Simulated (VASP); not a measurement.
Wanted: the native input for a VASP 6.6.1 run.

```
Task                   : single point
Functional             : BLYP
Potentials or basis    : VASP PAW PBE potentials, release 64 (Rb_sv, Ba_sv)
Cutoff                 : 520 eV
k mesh                 : 1 × 1 × 4, shifted
Occupations            : gaussian, width 0.1 eV
Spin                   : no spin polarisation
Dipole correction      : no
Further INCAR settings : ALGO = Normal; EDIFF = 1e-07; NBANDS = 26; ISYM = 0
```

The structure of Rb3Ba lies in POSCAR:

```
Rb3Ba
1.0
   -3.3714590000      3.3714590000      7.3713480000
    3.3714590000     -3.3714590000      7.3713480000
    3.3714590000      3.3714590000     -7.3713480000
Rb Ba
3 1
Direct
    0.7500000000      0.2500000000      0.5000000000
    0.2500000000      0.7500000000      0.5000000000
    0.5000000000      0.5000000000      0.0000000000
    0.0000000000      0.0000000000      0.0000000000
```

The cell comes from a database or a generator and needn't be the stable form of this composition.

The input as run:

INCAR

```
SYSTEM = Rb3Ba
  PREC = Accurate
  ENCUT = 520
  EDIFF = 1E-7
  ISMEAR = 0
  SIGMA = 0.1
  LREAL = .False.
  LASPH = .True.
  NELM = 100
  ALGO = Normal
  ISIF = 2
  LWAVE = .False.
  LCHARG = .True.
  GGA = B5
  ALDAX = 1.0
  AGGAX = 1.0
  AGGAC = 1.0
  ALDAC = 0.0
  LELF = .True.
  LVHAR = .True.
  NBANDS = 26
  ISYM = 0
```

KPOINTS

```
Automatic mesh
0
Gamma
  1 1 4
  0.17 0.4 0.26
```

Potentials or basis: VASP PAW PBE potentials, release 64 (Rb_sv, Ba_sv).

Command:

```sh
$ cat potpaw_PBE.64/Rb_sv/POTCAR potpaw_PBE.64/Ba_sv/POTCAR > POTCAR
$ mpirun -np 1 vasp_std > vasp.out
```

It gave:

```json
{"Pressure": "0.1 GPa", "Largest force": "0.014 eV/Å", "Band gap on the k mesh": "none (metal or under the smearing width)"}
```

Caveat: the k mesh is coarse (spacing up to 1.02 Å⁻¹), so the values aren't converged; the PAW data sets were made with another functional, which shifts forces and pressure a little.

Run time: 3.9 min on 1 thread of Intel(R) Xeon(R) Platinum 8259CL CPU @ 2.50GHz (Skylake/Cascade Lake), with other jobs on the host, peak memory 0.67 GiB.
